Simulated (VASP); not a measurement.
These are revPBE GGA, VASP's PBE PAW potentials (set 64) (plane waves; VASP 6.6.1) values and carry that method's errors.

A VASP calculation is set up with these files.

### INCAR
```
# general
SYSTEM  = CsPbCl3
PREC    = Accurate
ENCUT   = 520
LREAL   = .False.
LASPH   = .True.   # aspherical one-centre terms

# electronic loop
EDIFF   = 1E-7
NELM    = 100   # most electronic steps
ALGO    = Normal   # blocked Davidson
LMAXMIX = 4

# smearing
ISMEAR  = 0   # Gaussian
SIGMA   = 0.05

# functional
GGA     = RE   # revPBE

# ions
ISIF    = 2   # forces and stress, cell fixed

# output
LWAVE   = .False.
LCHARG  = .False.
```

File KPOINTS:
```
kpoints
0
gamma
  4 4 4
```

File POSCAR:
```
CsPbCl3
5.7701340
  0.9999999625   0.0000000000   0.0000000000
  0.0000000000   0.9999999625   0.0000000000
  0.0000000000   0.0000000000   0.9999999625
Cs Pb Cl
1 1 3
Cartesian
  0.0000000000   0.0000000000   0.0000000000
  0.4999999813   0.4999999813   0.4999999813
  0.4999999813   0.0000000000   0.4999999813
  0.0000000000   0.4999999813   0.4999999813
  0.4999999813   0.4999999813   0.0000000000
```

POTCAR, in this order: Cs_sv Pb_d Cl (PBE.64 set). Program: vasp_std.

Output

### OUTCAR
```
 ion  position               nearest neighbor table
   1  0.000  0.000  0.000-
   2  0.500  0.500  0.500-   3 2.89   4 2.89   5 2.89   5 2.89   3 2.89   4 2.89
   3  0.500  0.000  0.500-   2 2.89   2 2.89
   4  0.000  0.500  0.500-   2 2.89   2 2.89
   5  0.500  0.500  0.000-   2 2.89   2 2.89
  LATTYP: Found a simple cubic cell.
 ALAT       =     5.7701337839
 Subroutine PRICEL returns:
 Original cell was already a primitive cell.
 Subroutine GETGRP returns: Found 48 space group operations
The static configuration has the point symmetry O_h .
The dynamic configuration has the point symmetry O_h .
 Subroutine INISYM returns: Found 48 space group operations
 Subroutine IBZKPT returns following result:
 Found     10 irreducible k-points:

 Following reciprocal coordinates:
            Coordinates               Weight
  0.000000  0.000000  0.000000      1.000000
  0.250000  0.000000  0.000000      6.000000
  0.500000  0.000000  0.000000      3.000000
  0.250000  0.250000  0.000000     12.000000
  0.500000  0.250000  0.000000     12.000000
  0.500000  0.500000  0.000000      3.000000
...
```

OSZICAR:
```
       N       E                     dE             d eps       ncg     rms          rms(c)
DAV:   1     0.408769098962E+03    0.40877E+03   -0.19359E+04   520   0.151E+03
DAV:   2     0.300454880819E+02   -0.37872E+03   -0.37055E+03   664   0.337E+02
DAV:   3    -0.158780900717E+02   -0.45924E+02   -0.45721E+02   612   0.130E+02
DAV:   4    -0.175925830540E+02   -0.17145E+01   -0.17116E+01   712   0.328E+01
DAV:   5    -0.176240797984E+02   -0.31497E-01   -0.31487E-01   696   0.365E+00    0.500E+00
DAV:   6    -0.166148016207E+02    0.10093E+01   -0.20427E+00   708   0.154E+01    0.357E+00
DAV:   7    -0.165779543930E+02    0.36847E-01   -0.81493E-01   746   0.513E+00    0.212E+00
DAV:   8    -0.166108494769E+02   -0.32895E-01   -0.11024E-01   668   0.284E+00    0.329E-01
DAV:   9    -0.166101080199E+02    0.74146E-03   -0.25772E-02   752   0.120E+00    0.165E-01
DAV:  10    -0.166117642137E+02   -0.16562E-02   -0.33707E-03   558   0.364E-01    0.737E-02
DAV:  11    -0.166119678543E+02   -0.20364E-03   -0.50348E-04   692   0.201E-01    0.136E-02
DAV:  12    -0.166119851183E+02   -0.17264E-04   -0.70785E-05   726   0.837E-02    0.520E-03
DAV:  13    -0.166119856958E+02   -0.57747E-06   -0.28665E-06   726   0.147E-02    0.353E-03
DAV:  14    -0.166119864824E+02   -0.78658E-06   -0.19827E-06   574   0.106E-02    0.744E-04
DAV:  15    -0.166119864414E+02    0.40972E-07   -0.44447E-08   398   0.161E-03
   1 F= -.16611986E+02 E0= -.16611986E+02  d E =-.481085E-14
```

**OUTCAR**
```
------------------------ aborting loop because EDIFF is reached ----------------------------------------
  FORCE on cell =-STRESS in cart. coord.  units (eV):
  Direction    XX          YY          ZZ          XY          YZ          ZX
  --------------------------------------------------------------------------------------
  Total        0.8108327      0.8108327      0.8108327      0.0000000      0.0000000     -0.0000000
  in kB        6.7621408      6.7621408      6.7621408      0.0000000      0.0000000     -0.0000000
  external PRESSURE =       6.7621408 kB  Pullay stress =       0.0000000 kB
  volume of cell :      192.11
      direct lattice vectors                 reciprocal lattice vectors
     5.770133784  0.000000000  0.000000000     0.173306207  0.000000000  0.000000000
     0.000000000  5.770133784  0.000000000     0.000000000  0.173306207  0.000000000
     0.000000000  0.000000000  5.770133784     0.000000000  0.000000000  0.173306207
 POSITION                                       TOTAL-FORCE (eV/Angst)
 -----------------------------------------------------------------------------------
      0.00000      0.00000      0.00000         0.000000      0.000000      0.000000
      2.88507      2.88507      2.88507         0.000000      0.000000      0.000000
      2.88507      0.00000      2.88507         0.000000      0.000000      0.000000
      0.00000      2.88507      2.88507         0.000000      0.000000      0.000000
      2.88507      2.88507      0.00000         0.000000      0.000000      0.000000
 -----------------------------------------------------------------------------------
    total drift:                                0.000000     -0.000000     -0.000000
  FREE ENERGIE OF THE ION-ELECTRON SYSTEM (eV)
  ---------------------------------------------------
  free  energy   TOTEN  =       -16.6119864414 eV

  energy  without entropy=      -16.6119864414  energy(sigma->0) =      -16.61198644
```
(Selected blocks of OUTCAR.)

The compound is CsPbCl3 in the cubic perovskite structure, the ideal cubic form; the compound distorts at low or room temperature. This cell is one point of a volume scan, at 0.97 of the reference volume.
